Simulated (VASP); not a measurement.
Given:

```
CELL_PARAMETERS angstrom
      0.00000     2.73786     2.73786
      2.73786     0.00000     2.73786
      2.73786     2.73786     0.00000
ATOMIC_POSITIONS crystal
  Al 0.00000 0.00000 0.00000
  P  0.25000 0.25000 0.25000
```

The numbers are results of AM05 GGA, VASP's PBE PAW potentials (set 64) (plane waves; VASP), not measurements. Numerical set-up: 520 eV cut-off, Gaussian smearing of 0.050 eV, potentials Al P.

**Question.** Predict the band gap (along the path) with the smallest direct gap where there is one.

**Answer.** 
```yaml
band gap (along the path): 1.52 eV
smallest direct gap (along the path): 3.21 eV
```

Total energies compare only between runs with the same potentials, cut-off and functional.

The compound is AlP in the zinc blende structure. It was relaxed first.
